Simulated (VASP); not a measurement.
Level of theory: PBEsol GGA, VASP's PBE PAW potentials (set 64) (plane waves; VASP).

VASP ran on this input.

INCAR:
```
# general
SYSTEM  = Pd
PREC    = Accurate
ENCUT   = 400   # plane-wave cut-off (eV)
LREAL   = .FALSE.
LASPH   = .TRUE.

# electronic loop
EDIFF   = 1E-7
NELM    = 100   # most electronic steps
ALGO    = Normal
LMAXMIX = 4   # l cut-off of mixed one-centre charges

# smearing
ISMEAR  = -5   # tetrahedra, Bloechl

# functional
GGA     = PS   # PBEsol

# ions
ISIF    = 2   # forces and stress, cell fixed

# output
LWAVE   = .FALSE.
LCHARG  = .TRUE.
LORBIT  = 11
NEDOS   = 601
```

File KPOINTS:
```
kpoints
0
G
 18 18 18
0 0 0
```

**POSCAR**
```
Pd
1
   -0.0000000000     1.9345906768     1.9345906768
    1.9345906768     0.0000000000     1.9345906768
    1.9345906768     1.9345906768    -0.0000000000
Pd
1
Direct
  0.0000000000   0.0000000000   0.0000000000
```

POTCAR, in this order: Pd (PBE.64 set). Program: vasp_std.

What VASP printed:

File OUTCAR:
```
 ion  position               nearest neighbor table
   1  0.000  0.000  0.000-
  LATTYP: Found a face centered cubic cell.
 ALAT       =     3.8691813536
 Subroutine PRICEL returns:
 Original cell was already a primitive cell.
 Subroutine GETGRP returns: Found 48 space group operations
The static configuration has the point symmetry O_h .
The dynamic configuration has the point symmetry O_h .
 Subroutine INISYM returns: Found 48 space group operations
 Subroutine IBZKPT returns following result:
 Found    195 irreducible k-points:

 Following reciprocal coordinates:
            Coordinates               Weight
  0.000000  0.000000  0.000000      1.000000
  0.055556  0.000000  0.000000      8.000000
  0.111111  0.000000  0.000000      8.000000
  0.166667  0.000000  0.000000      8.000000
  0.222222  0.000000  0.000000      8.000000
  0.277778  0.000000  0.000000      8.000000
  0.333333  0.000000  0.000000      8.000000
  0.388889  0.000000  0.000000      8.000000
  0.444444  0.000000  0.000000      8.000000
  0.500000  0.000000  0.000000      4.000000
  0.055556  0.055556  0.000000      6.000000
  0.111111  0.055556  0.000000     24.000000
  0.166667  0.055556  0.000000     24.000000
  0.222222  0.055556  0.000000     24.000000
  0.277778  0.055556  0.000000     24.000000
  0.333333  0.055556  0.000000     24.000000
  0.388889  0.055556  0.000000     24.000000
  0.444444  0.055556  0.000000     24.000000
  0.500000  0.055556  0.000000     24.000000
 -0.444444  0.055556  0.000000     24.000000
 -0.388889  0.055556  0.000000     24.000000
 -0.333333  0.055556  0.000000     24.000000
 -0.277778  0.055556  0.000000     24.000000
 -0.222222  0.055556  0.000000     24.000000
 -0.166667  0.055556  0.000000     24.000000
...
```

**OSZICAR**
```
       N       E                     dE             d eps       ncg     rms          rms(c)
DAV:   1     0.298881142447E+02    0.29888E+02   -0.44864E+03  3575   0.824E+02
DAV:   2    -0.604902449839E+01   -0.35937E+02   -0.35235E+02  3758   0.172E+02
DAV:   3    -0.634929885814E+01   -0.30027E+00   -0.29845E+00  4080   0.178E+01
DAV:   4    -0.635078132929E+01   -0.14825E-02   -0.14844E-02  4034   0.117E+00
DAV:   5    -0.635079765461E+01   -0.16325E-04   -0.16309E-04  4092   0.107E-01    0.876E+00
DAV:   6    -0.598054292796E+01    0.37025E+00   -0.16990E+00  3587   0.122E+01    0.391E+00
DAV:   7    -0.596579899026E+01    0.14744E-01   -0.14609E-02  3999   0.105E+00    0.204E+00
DAV:   8    -0.596073307677E+01    0.50659E-02   -0.14188E-03  3793   0.345E-01    0.906E-02
DAV:   9    -0.596072825068E+01    0.48261E-05   -0.11443E-05  4878   0.374E-02    0.168E-02
DAV:  10    -0.596072999501E+01   -0.17443E-05   -0.15830E-06  3975   0.118E-02    0.321E-03
DAV:  11    -0.596073010464E+01   -0.10962E-06   -0.20565E-08  2661   0.123E-03    0.685E-04
DAV:  12    -0.596073012159E+01   -0.16955E-07   -0.19495E-09  1874   0.491E-04
   1 F= -.59607301E+01 E0= -.59607301E+01  d E =0.000000E+00
```

### OUTCAR
```
------------------------ aborting loop because EDIFF is reached ----------------------------------------
  FORCE on cell =-STRESS in cart. coord.  units (eV):
  Direction    XX          YY          ZZ          XY          YZ          ZX
  --------------------------------------------------------------------------------------
  Total        0.0161616      0.0161616      0.0161616      0.0000000      0.0000000     -0.0000000
  in kB        1.7881195      1.7881195      1.7881195      0.0000000      0.0000000     -0.0000000
  external PRESSURE =       1.7881195 kB  Pullay stress =       0.0000000 kB
  volume of cell :       14.48
      direct lattice vectors                 reciprocal lattice vectors
     0.000000000  1.934590677  1.934590677    -0.258452605  0.258452605  0.258452605
     1.934590677  0.000000000  1.934590677     0.258452605 -0.258452605  0.258452605
     1.934590677  1.934590677  0.000000000     0.258452605  0.258452605 -0.258452605
 POSITION                                       TOTAL-FORCE (eV/Angst)
 -----------------------------------------------------------------------------------
      0.00000      0.00000      0.00000         0.000000     -0.000000      0.000000
 -----------------------------------------------------------------------------------
    total drift:                                0.000000     -0.000000      0.000000
  FREE ENERGIE OF THE ION-ELECTRON SYSTEM (eV)
  ---------------------------------------------------
  free  energy   TOTEN  =        -5.9607301216 eV

  energy  without entropy=       -5.9607301216  energy(sigma->0) =       -5.96073012

 total charge

# of ion       s       p       d       tot
------------------------------------------
    1        0.491   0.503   8.472   9.465
```
(Selected blocks of OUTCAR.)

For a metal the tetrahedron method with Blöchl corrections gives inexact stress and forces.

The structure comes from a measured Pd entry (Fm-3m) of the Crystallography Open Database, whose conditions weren't checked. It was relaxed first.
